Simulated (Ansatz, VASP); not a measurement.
## AlRu: VASP beside Ansatz

One calculation is typed for both programs; each brings its own data sets. How far apart do they land? The cell is taken from a series of runs on this material, whose earlier steps may have relaxed, scaled, displaced or heated it; both programs get it as it stands.

Program: Ansatz 0.2.0. Level of theory: plane waves, with VASP 6.6.1 beside it; zone-centre phonons at LDA. Results are calculated unless marked as measured.

## 1. The starting structure

Symmetry: Pm-3m, No. 221, cubic system. The conventional cell has a = 3.012 Å, b = 3.012 Å, c = 3.012 Å, α = 90.00°, β = 90.00°, γ = 90.00°. Nearest to Al lie 8 Ru at 2.61 Å. Nearest to Ru lie 8 Al at 2.61 Å. Farther neighbours are not listed.

## 2. VASP: zone-centre phonons, LDA

Second derivatives magnify differences that forces hide, and they need a tight electronic threshold.

Lines of VASP's logs that name or quote its potential files are left out, and so is its time.

INCAR reads:

```
SYSTEM = AlRu
PREC = Accurate
ENCUT = 500
EDIFF = 1E-08
NELM = 120
ISMEAR = 1
SIGMA = 0.2
LREAL = .FALSE.
ALGO = Normal
GGA = CA
NBANDS = 14
LASPH = .TRUE.
LORBIT = 11
LWAVE = .FALSE.
LCHARG = .FALSE.
ISIF = 2
IBRION = 8
GGA_COMPAT = .FALSE.
KPAR = 2
```

POSCAR reads:

```
AlRu
1.0
    3.0115675471      0.0000000000      0.0000000000
    0.0000000000      3.0115675471      0.0000000000
    0.0000000000      0.0000000000      3.0115675471
Al Ru
1 1
Direct
    0.0000000000      0.0000000000      0.0000000000
    0.5000000000      0.5000000000      0.5000000000
```

KPOINTS reads:

```
Automatic mesh
0
Gamma
16 16 16
0 0 0
```

PAW data sets: Al and Ru_pv (LDA family, release 64).

On the command line:

```sh
mpirun -np 2 vasp_std
```

Numbers of over 12 decimals in the logs are rounded to 6 here.

Output:

```text
[banner, memory and clock lines left out]
running    2 mpi-ranks, on    1 nodes
 distrk:  each k-point on    1 cores,    2 groups
 distr:  one band on    1 cores,    1 groups

 POSCAR found type information on POSCAR AlRu
 POSCAR found :  2 types and       2 ions
 LDA part: xc-table for (Slater(with rela. corr.)+CA(PZ))
 , standard interpolation
 POSCAR, INCAR and KPOINTS ok, starting setup
 FFT: planning ... GRIDC
 FFT: planning ... GRID_SOFT
 FFT: planning ... GRID
 WAVECAR not read
 entering main loop
       N       E                     dE             d eps       ncg     rms          rms(c)
DAV:   1     0.110285580239E+03    0.11029E+03   -0.92677E+03  4772   0.109E+03
DAV:   2    -0.149600738454E+02   -0.12525E+03   -0.11938E+03  5106   0.312E+02
DAV:   3    -0.167981567639E+02   -0.18381E+01   -0.18204E+01  5610   0.399E+01
DAV:   4    -0.168130366069E+02   -0.14880E-01   -0.14876E-01  5994   0.361E+00
DAV:   5    -0.168132717303E+02   -0.23512E-03   -0.23511E-03  5926   0.377E-01    0.118E+01
DAV:   6    -0.162340663347E+02    0.57921E+00   -0.26762E+00  4758   0.186E+01    0.234E+00
DAV:   7    -0.161472734811E+02    0.86793E-01   -0.24423E-01  4722   0.583E+00    0.201E+00
DAV:   8    -0.161262726631E+02    0.21001E-01   -0.24342E-02  5688   0.125E+00    0.196E-01
DAV:   9    -0.161260550316E+02    0.21763E-03   -0.84256E-04  5860   0.185E-01    0.125E-01
DAV:  10    -0.161260304946E+02    0.24537E-04   -0.47617E-05  5584   0.807E-02    0.112E-02
DAV:  11    -0.161260295472E+02    0.94743E-06   -0.35133E-06  6004   0.216E-02    0.574E-03
DAV:  12    -0.161260294631E+02    0.84035E-07   -0.73715E-08  5746   0.295E-03    0.304E-04
DAV:  13    -0.161260294631E+02    0.12733E-10   -0.15535E-09  4160   0.376E-04
   1 F= -.16126029E+02 E0= -.16125509E+02  d E =-.156185E-02
 Linear response reoptimize wavefunctions to high precision
DAV:   1    -0.161260294631E+02    0.25011E-11   -0.22105E-10  4336   0.137E-04
 Linear response DOF=           2
 Linear response progress:
  Degree of freedom:   1/  2
       N       E                     dE             d eps       ncg     rms          rms(c)
RMM:   1    -0.656393515016E-02   -0.65639E-02    0.32423E-03 21101   0.105E+00
RMM:   2    -0.601988530118E-02    0.54405E-03   -0.38697E-04 16943   0.141E-01    0.602E-02
RMM:   3    -0.595969393997E-02    0.60191E-04   -0.16887E-04 16602   0.783E-02    0.284E-02
RMM:   4    -0.601914314445E-02   -0.59449E-04   -0.84639E-05 17635   0.523E-02    0.709E-03
RMM:   5    -0.601942268085E-02   -0.27954E-06   -0.25754E-06 17002   0.148E-02    0.181E-03
RMM:   6    -0.602215262299E-02   -0.27299E-05   -0.23851E-07 19161   0.398E-03    0.753E-04
RMM:   7    -0.602062438117E-02    0.15282E-05   -0.23139E-08 18350   0.116E-03    0.106E-04
RMM:   8    -0.602073142657E-02   -0.10705E-06   -0.37981E-09 19397   0.307E-04    0.779E-05
RMM:   9    -0.602084193061E-02   -0.11050E-06   -0.10747E-09 20695   0.976E-05    0.209E-05
RMM:  10    -0.602084304811E-02   -0.11175E-08   -0.64798E-10 20761   0.443E-05    0.216E-06
 first order change of Fermi-energy  -0.22184E-03
 force on displaced ion       1 direction 1 :  -6.615   0.000  -0.000
 Linear response progress:
  Degree of freedom:   2/  2
       N       E                     dE             d eps       ncg     rms          rms(c)
RMM:   1    -0.534526284362E+00   -0.53453E+00    0.41976E+00 11945   0.643E+01
RMM:   2    -0.643293948068E+00   -0.10877E+00   -0.12296E-01 16842   0.310E+00    0.154E-01
RMM:   3    -0.643603440199E+00   -0.30949E-03   -0.21653E-03 19518   0.358E-01    0.874E-02
RMM:   4    -0.643148304666E+00    0.45514E-03   -0.22729E-04 19684   0.138E-01    0.199E-02
RMM:   5    -0.643084128559E+00    0.64176E-04   -0.19133E-05 20848   0.354E-02    0.103E-02
RMM:   6    -0.643027688884E+00    0.56440E-04   -0.20486E-06 21146   0.109E-02    0.731E-04
RMM:   7    -0.643029435315E+00   -0.17464E-05   -0.36051E-07 22311   0.253E-03    0.459E-04
RMM:   8    -0.643031648630E+00   -0.22133E-05    0.15899E-08 22486   0.102E-03    0.150E-04
RMM:   9    -0.643032486817E+00   -0.83819E-06   -0.23825E-07 22820   0.553E-04    0.747E-05
RMM:  10    -0.643033675190E+00   -0.11884E-05   -0.13678E-07 23412   0.380E-04    0.102E-05
RMM:  11    -0.643033736075E+00   -0.60884E-07   -0.14174E-07 24928   0.267E-04    0.488E-06
RMM:  12    -0.643033717143E+00    0.18931E-07   -0.65018E-08 25859   0.219E-04    0.272E-06
RMM:  13    -0.643033679260E+00    0.37884E-07   -0.56343E-08 25337   0.196E-04    0.855E-07
RMM:  14    -0.643033674922E+00    0.43373E-08   -0.39639E-08 25246   0.183E-04    0.564E-07
 first order change of Fermi-energy   0.21464E-02
 force on displaced ion       2 direction 1 :  -6.616  -0.000  -0.000
 Linear response finished
```

From OUTCAR (step 2):

```text
ion  position               nearest neighbor table
   1  0.000  0.000  0.000-   2 2.61   2 2.61   2 2.61   2 2.61   2 2.61   2 2.61   2 2.61   2 2.61

  LATTYP: Found a simple cubic cell.
 ALAT       =     3.0115675471

 Subroutine GETGRP returns: Found 48 space group operations
 (whereof 48 operations were pure point group operations)

The static configuration has the point symmetry O_h .

 Found    165 irreducible k-points:

   k-points           NKPTS =    165   k-points in BZ     NKDIM =    165   number of bands    NBANDS=     14

   dimension x,y,z NGX =    24 NGY =   24 NGZ =   24
   dimension x,y,z NGXF=    48 NGYF=   48 NGZF=   48

   ENCUT  =  500.0 eV  36.75 Ry    6.06 a.u.   5.49  5.49  5.49*2*pi/ulx,y,z

   NELECT =      17.0000    total number of electrons

 k-points in reciprocal lattice and weights: Automatic mesh
   0.00000000  0.00000000  0.00000000       0.000
   0.06250000  0.00000000  0.00000000       0.001
   0.12500000  0.00000000  0.00000000       0.001
   0.18750000  0.00000000  0.00000000       0.001
   0.25000000  0.00000000  0.00000000       0.001
   0.31250000  0.00000000  0.00000000       0.001
   0.37500000  0.00000000  0.00000000       0.001
   0.43750000  0.00000000  0.00000000       0.001
   0.50000000  0.00000000  0.00000000       0.001
[...]
0.50000000  0.50000000  0.43750000       0.001
   0.50000000  0.50000000  0.50000000       0.000

 average (electrostatic) potential at core
       1 -67.1709       2 -68.7283

  Total       -1.9451925     -1.9451925     -1.9451925      0.0000000     -0.0000000      0.0000000
  in kB     -114.1025490   -114.1025490   -114.1025490      0.0000000     -0.0000000      0.0000000
  external PRESSURE =    -114.1025490 kB  Pullay stress =       0.0000000 kB

  energy-cutoff  :      500.00
  volume of cell :       27.31
      direct lattice vectors                 reciprocal lattice vectors
     3.011567547  0.000000000  0.000000000     0.332052987  0.000000000  0.000000000
     0.000000000  3.011567547  0.000000000     0.000000000  0.332052987  0.000000000
     0.000000000  0.000000000  3.011567547     0.000000000  0.000000000  0.332052987

 POSITION                                       TOTAL-FORCE (eV/Angst)
 -----------------------------------------------------------------------------------
      0.00000      0.00000      0.00000         0.000000      0.000000      0.000000
      1.50578      1.50578      1.50578         0.000000      0.000000      0.000000
 -----------------------------------------------------------------------------------
    total drift:                                0.000000     -0.000000     -0.000000

 Eigenvectors and eigenvalues of the dynamical matrix
 ----------------------------------------------------

   1 f  =    8.713274 THz    54.747118 2PiTHz  290.643550 cm-1    36.035191 meV
             X         Y         Z           dx          dy          dz
      0.000000  0.000000  0.000000    -0.000000   -0.888412   -0.000000
      1.505784  1.505784  1.505784    -0.000000    0.459047    0.000000

   2 f  =    8.713274 THz    54.747118 2PiTHz  290.643550 cm-1    36.035191 meV
             X         Y         Z           dx          dy          dz
      0.000000  0.000000  0.000000    -0.000000   -0.000000    0.888412
      1.505784  1.505784  1.505784     0.000000    0.000000   -0.459047

   3 f  =    8.713274 THz    54.747118 2PiTHz  290.643550 cm-1    36.035191 meV
             X         Y         Z           dx          dy          dz
      0.000000  0.000000  0.000000     0.888412   -0.000000    0.000000
      1.505784  1.505784  1.505784    -0.459047    0.000000    0.000000

   4 f/i=    0.000205 THz     0.001289 2PiTHz    0.006845 cm-1     0.000849 meV
             X         Y         Z           dx          dy          dz
      0.000000  0.000000  0.000000     0.243687    0.389026    0.000000
      1.505784  1.505784  1.505784     0.471617    0.752897    0.000000

   5 f/i=    0.000205 THz     0.001289 2PiTHz    0.006845 cm-1     0.000849 meV
             X         Y         Z           dx          dy          dz
      0.000000  0.000000  0.000000     0.000000    0.000000   -0.459047
      1.505784  1.505784  1.505784    -0.000000    0.000000   -0.888412

   6 f/i=    0.000205 THz     0.001289 2PiTHz    0.006845 cm-1     0.000849 meV
             X         Y         Z           dx          dy          dz
      0.000000  0.000000  0.000000     0.389026   -0.243687    0.000000
      1.505784  1.505784  1.505784     0.752897   -0.471617    0.000000

 ELASTIC MODULI CONTR FROM IONIC RELAXATION (kBar)
 Direction    XX          YY          ZZ          XY          YZ          ZX
 --------------------------------------------------------------------------------
 XX           0.0000      0.0000      0.0000      0.0000      0.0000      0.0000
 YY           0.0000      0.0000      0.0000      0.0000      0.0000      0.0000
 ZZ           0.0000      0.0000      0.0000      0.0000      0.0000      0.0000
 XY           0.0000      0.0000      0.0000      0.0000      0.0000      0.0000
 YZ           0.0000      0.0000      0.0000      0.0000      0.0000      0.0000
 ZX           0.0000      0.0000      0.0000      0.0000      0.0000      0.0000
 --------------------------------------------------------------------------------
```

## 3. Ansatz: zone-centre phonons, LDA

Ansatz runs on its PAW soft_1 files.

The same cell, functional (in two slightly different forms), mesh and smearing now go to Ansatz, which takes its cutoff from its data sets.

input.yaml reads:

```yaml
crystal:
  lattice:
    - [3.0115675471, 0.0, 0.0]
    - [0.0, 3.0115675471, 0.0]
    - [0.0, 0.0, 3.0115675471]
  atoms:
    - { symbol: Al, position: [0.0, 0.0, 0.0] }
    - { symbol: Ru, position: [0.5, 0.5, 0.5] }
kpoints:
  mp_grid: { grid: [16, 16, 16] }
hamiltonian:
  xc: lda
  pseudopotentials: { kind: paw, azcp: { folder: soft_1 }, xc_functional: pbe }
scf:
  occupations: { method: methfessel_paxton, width: 0.2 }
output:
  eigenvalues: true
phonons:
  method: dfpt
```

On the command line:

```sh
ansatz run input.yaml --threads 4 --pin off --max-ram 10240MiB --backend cpu --events-out ev --progress --plain --runs-dir out
```

Output:

```text
Engine: ansatz 0.2.0, aarch64-unknown-linux-gnu
Pseudopotentials: kind: paw
Pseudopotential: Al, paw, valence charge 3, recommended cutoff 420 eV (normal), soft_1/Al.paw.azcp
Pseudopotential: Ru, paw, valence charge 16, recommended cutoff 420 eV (normal), soft_1/Ru.paw.azcp
Functional definition: SPW92
  exchange = slater_x
  correlation = pw_c
Crystal: 2 atoms, lattice volume = 27.314 Å³
Basis set: ecut = 420 eV, 515 PW (Γ), exchange–correlation on 48×48×48 points (8 copies of the dense FFT grid, shifted against one another)
Bands: 14, of which v1, the nominal top of the filled ones, is band 10 counted from 1 (9 counted from 0)
Symmetry: 48 space group operations
k-points: 405 of 4096 (irreducible under 8 space group operations, time reversal used)
Non-local potential: Al, projectors of the file, l = 0: 2, l = 1: 2, l = 2: 1
Non-local potential: Ru, projectors of the file, l = 0: 3, l = 1: 2, l = 2: 2, l = 3: 1
PAW form: soft (Blöchl's): semilocal exchange-correlation on the pseudo side does not see the compensation charge
PAW frozen core: Al, regenerated for the run's functional, and the local potential with it (the file was generated under x = pbe(κ = 0.804, μ = 0.219515), c = pbe(β = 0.066725))
PAW frozen core: Ru, regenerated for the run's functional, and the local potential with it (the file was generated under x = pbe(κ = 0.804, μ = 0.219515), c = pbe(β = 0.066725))
PAW one-centre angular grid: Al, 110 points (default); XC on 64 Gauss nodes
PAW one-centre angular grid: Ru, 590 points (default); XC on 64 Gauss nodes
Initial density: superposition of atomic densities (chi_scale 0.1, normalization cell, long waves kept (reshape's long-wave potential 0.00 eV rms))
Initial wavefunctions: pseudopotential atomic-orbital guess
Functional: x = slater, c = lda
SCF iter   1: F=—  HF=-6273.487914 eV  |F-HF|=—  |Δ(HF+E_count)|=         —  Δρ=1.15e-1  dr2=4.32e0  ethr=3.10e-3  ⟨swp⟩=4.6  Hψ=26707  notcnv=0
preconditioner: auto → none  [metal: Δε(μ)=0.015 eV  Ē_g=8.572 eV  σ=0.200 eV  W_gap=0.06  n_scr=6 (ndim 8)  ℏωp=23.6 eV  f_vac=0.000  D(μ)=1.47/eV (n_scr^D=18)  sad-step TF]
SCF iter   2: F=—  HF=-6272.802721 eV  |F-HF|=—  |Δ(HF+E_count)|=   6.85e-1  S|Δr|=    0.00e0  Δρ=6.77e-2  dr2=1.58e0  ethr=3.10e-3  ⟨swp⟩=2.9  Hψ=12855  notcnv=0  defer=34
SCF iter   3: F=—  HF=-6272.438461 eV  |F-HF|=—  |Δ(HF+E_count)|=   3.64e-1  S|Δr|=    0.00e0  Δρ=3.93e-3  dr2=4.45e-3  ethr=3.10e-3  ⟨swp⟩=2.1  Hψ=9332  notcnv=0  defer=34
SCF iter   4: F=—  HF=-6272.437845 eV  |F-HF|=—  |Δ(HF+E_count)|=   6.16e-4  S|Δr|=    0.00e0  Δρ=5.22e-4  dr2=1.64e-5  ethr=2.34e-5  ⟨swp⟩=1.2  Hψ=9019  notcnv=0  defer=34
SCF iter   5: F=—  HF=-6272.437858 eV  |F-HF|=—  |Δ(HF+E_count)|=   1.32e-5  S|Δr|=    0.00e0  Δρ=8.92e-5  dr2=1.23e-6  ethr=8.61e-8  ⟨swp⟩=2.2  Hψ=9243  notcnv=0  defer=34
SCF iter   6: F=—  HF=-6272.437858 eV  |F-HF|=—  |Δ(HF+E_count)|=   7.94e-8  S|Δr|=    0.00e0  Δρ=1.17e-5  dr2=4.06e-8  ethr=6.48e-9  ⟨swp⟩=2.0  Hψ=9135  notcnv=0  defer=34
SCF iter   7: F=—  HF=-6272.437858 eV  |F-HF|=—  |Δ(HF+E_count)|=   8.53e-9  S|Δr|=    0.00e0  Δρ=6.77e-7  dr2=8.05e-11  ethr=2.14e-10  ⟨swp⟩=2.3  Hψ=7883  notcnv=0  defer=34
SCF iter   8: F=-6272.437858 eV  HF=-6272.437858 eV  |F-HF|=1.82e-12  |Δ(HF+E_count)|=  1.18e-11  S|Δr|=    0.00e0  Δρ=1.30e-7  dr2=1.87e-12  ethr=1.00e-12  ⟨swp⟩=5.6  Hψ=22212  notcnv=0
SCF 1 converged in 8 iterations: F = -6272.437858 eV  dr2 = 1.87e-12
  greatest PAW one-centre occupation: 1.000 electrons in one spin orbital (limit 2), on the Ru atom at site 1 (counted from 0), in its partial waves of l = 0
DFPT response loops at Γ: preconditioner auto → Kerker (q_TF=auto, 2.568 Å⁻¹) (partly filled bands, converged f_vac=0.000); β = 1.00, the filter's whole step (`scf.mixing.beta` (0.50) is not read by the response loops under this deck's `scf.mixing.preconditioner`; to damp them name `kerker` or `kerker_dos`, under which they read `scf.mixing.beta`, and type it under 1.00, their step now; both keys bind the ground state too); Broyden in place of MSR1
SCF converged after 8 iterations
Stability not checked: this state was not tested for a lower state beside it, because cold or Methfessel-Paxton smearing, or corrected tetrahedra, fill the levels in a way that the test cannot read (fill_not_monotonic; see scf.lower_state_search)
Free energy (F): -6272.437858 eV
Harris-Foulkes:  -6272.437858 eV  (|F-HF|=1.82e-12)
Internal energy: -6272.436315 eV  (E = F + TS)
E sigma→0 (E₀):  -6272.437472 eV
Entropy (-TS):   -0.001543 eV (-0.772 meV/atom)
Fermi energy:    15.350751 eV
--- Per-component energies (eV) ---
  E_band       = -133.064418
  E_kinetic    = 487.017893
  E_local      = -1836.495868  (includes V_loc(G=0)·N_el)
  E_nonlocal   = 431.445127
  E_hartree    = 663.067860
  E_xc         = -207.756374
  E_vxc        = -245.711532  (∫ρ·V_xc dr)
  E_paw        = -3828.745390  (= ΣΔE_a)
  E_vpaw       = -295.456379  (= ΣTr[D̂ρ^β])
  E_aug_tail   = 0.000565  (compensation charges beyond the density's cutoff)
  E_ewald      = -1981.597528
  E_core_change = 0.627401  (= ΣΔE_core)
  E_smearing   = -0.001543  (= −TS)
  E_closure    = -0.000000  (closes the sum)
  Σ components = -6272.437858   (vs F -6272.437858, Δ=0.00e0)
--- Band table (eV; the first three rows and the last of 405) ---
  k-point 0: bands = [... 6 lower, 11.8561, 15.5190, 15.5190, 15.5190, 21.2664, 21.2664, 21.2664, 26.2123]
  k-point 1: bands = [... 6 lower, 11.8820, 15.4258, 15.4258, 15.5281, 20.8931, 21.4159, 21.4159, 26.0493]
  k-point 2: bands = [... 6 lower, 11.9556, 15.1799, 15.1799, 15.5542, 20.0477, 21.8304, 21.8304, 25.6095]
  k-point 404: bands = [... 6 lower, 10.8372, 16.8891, 16.8891, 17.7004, 19.4027, 19.4027, 19.4027, 23.7250]
--- Phonons (Γ-DFPT): 2 representative perturbations + reference, on 405 of 4096 k-points (Σ response iterations 6) ---
  k mesh reduced under 8 symmetry operations, with k and −k counted as one. Each operation leaves every solved perturbation unchanged. A smaller set is not used because it would not reduce the number of displacements times k-points to solve
  ASR residual: 9.744e-5 → 0.000e0 eV/Å²; symmetrization residual: 1.672e-6 eV/Å²
  ASR residual per site (eV/Å²): 1.07e-5 9.74e-5
  Γ frequencies (cm⁻¹): 0.00 0.00 0.00 288.06 288.06 288.06
  non-analytic LO–TO correction: not included (Born effective charges unavailable; polar crystals: no LO–TO splitting at Γ)
```

## 4. Side by side

Known differences besides the potentials themselves: the two LDA forms differ slightly; the data sets hold 19 valence electrons in Ansatz (on its PAW soft_1 files) and 17 in VASP; the cutoff is 420 eV in Ansatz and 500 eV in VASP; VASP's log shows a relativistic correction to its local exchange, Ansatz's none. Total energies have different zeros and are not compared.

Compared:

```
                  quantity  Ansatz   VASP  difference
optical mode 1 to 3 (cm⁻¹)   288.1  290.6     -0.89 %
```

Modes are paired by rising frequency, not by their patterns, so a pair may set unlike modes beside each other; they are those without the splitting of longitudinal modes.

## 5. What came out

```
r.m.s. difference of the optical zone-centre modes, each program's sorted by frequency (zone-centre phonons, LDA) : 2.6 cm⁻¹
difference in optical mode 1 to 3 (zone-centre phonons, LDA)                                                      : -0.9 %
```

In words: The r.m.s. difference of the optical zone-centre modes, each program's sorted by frequency is 2.6 cm⁻¹ (zone-centre phonons, LDA). The data sets hold unlike numbers of valence electrons (19 in Ansatz and 17 in VASP), so part of the differences comes from the potentials. Among the rows given in per cent, the largest difference of the zone-centre phonons, LDA pair is in optical mode 1 to 3, -0.9 %. Such differences can come from data sets, numerical settings and the points named under the comparisons, not from the functional's error against experiment.

[Lines on the potential files, build, host, timing and source positions are cut from VASP's logs without a mark.]

[Logs are printed without paths, hosts, clocks, repeated set-up lines and the standing remarks that a program may print on its own settings, such as how far it seeks lower states.]

[Hosts, paths, dates, database ids (printed as entryN), source tags and the programs' standing remarks are cut or masked in the printed files.]
